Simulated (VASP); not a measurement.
Here is the system:

```yaml
crystal:
  lattice:
    - [-2.35985, 2.35985, 5.64529]
    - [2.35985, -2.35985, 5.64529]
    - [2.35985, 2.35985, -5.64529]
  atoms:
    - { symbol: Hg, position: [0.88501, 0.88501, 0.00000] }
    - { symbol: Hg, position: [0.11499, 0.11499, 0.00000] }
    - { symbol: Br, position: [0.65635, 0.65636, 0.00000] }
    - { symbol: Br, position: [0.34364, 0.34365, 0.00000] }
```

All values below come from r2SCAN meta-GGA, VASP's PBE PAW potentials (set 64) (plane waves; VASP). Numerical set-up: 400 eV cut-off, 6×6×6 Γ-centred mesh, Gaussian smearing of 0.050 eV, potentials Hg Br.

Problem. Estimate the energy per atom (σ→0).

Solution. 
```
Quantity                         Value
---------------------  ---------------
energy per atom (σ→0)  -31.810 eV/atom
```

Only differences to runs with the same potentials and settings are physical.

The structure comes from a computed database's HgBr entry (I4/mmm); how it stands against other phases isn't given here. It was relaxed first. The start is the result of an earlier pass.
